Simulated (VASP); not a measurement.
Crystal: Os.

```
Os
1.0
     2.74613    0.00000    0.00000
    -1.37307    2.37822    0.00000
     0.00000    0.00000    4.32631
Os
2
Direct
  0.33333 0.66667 0.25000
  0.66667 0.33333 0.75000
```

```yaml
Program: VASP 6.6.1
Task: relaxation of cell and atoms
Functional: PBEsol
Potentials_or_basis: VASP PAW PBE potentials, release 64 (Os)
Cutoff: 480 eV
k_mesh: 18 × 18 × 10
Occupations: gaussian, width 0.1 eV
Spin: no spin polarisation
```

At the start: pressure -6.6 GPa; volume 14.13 Å³/atom.

Q: How do energy, volume and symmetry change on relaxing?

A: Over 9 steps the energy falls by 4.8 meV/atom and the volume is 13.91 Å³/atom (-1.6 %); space group P6_3/mmc (No. 194, to 0.05 Å).

Step by step:
| step | energy change (eV) | largest force (eV/Å) | pressure (GPa) | volume (Å³) |
| --- | --- | --- | --- | --- |
| 1 | 0.0000 | 0.0000 | -6.64 | 28.25 |
| 2 | 0.1926 | 0.0000 | 36.86 | 25.93 |
| 3 | -0.0094 | 0.0000 | -0.15 | 27.83 |
| 4 | -0.0094 | 0.0000 | 0.05 | 27.81 |
| 5 | -0.0094 | 0.0000 | 0.19 | 27.80 |
| 6 | -0.0094 | 0.0000 | 0.07 | 27.81 |
| 7 | -0.0096 | 0.0000 | 0.13 | 27.81 |
| 8 | -0.0096 | 0.0000 | -0.40 | 27.84 |
| 9 | -0.0096 | 0.0000 | 0.01 | 27.81 |

Final structure:
```cif
data_structure
_symmetry_space_group_name_H-M 'P 1'
_symmetry_Int_Tables_number 1
_cell_length_a 2.7284
_cell_length_b 2.7284
_cell_length_c 4.3142
_cell_angle_alpha 90.000
_cell_angle_beta 90.000
_cell_angle_gamma 120.000
_cell_volume 27.81
loop_
_atom_site_label
_atom_site_type_symbol
_atom_site_fract_x
_atom_site_fract_y
_atom_site_fract_z
_atom_site_occupancy
Os1 Os 0.33333 0.66667 0.25000 1
Os2 Os 0.66667 0.33333 0.75000 1
```

Caveat: the PAW data sets were made with another functional, which shifts forces and pressure a little.
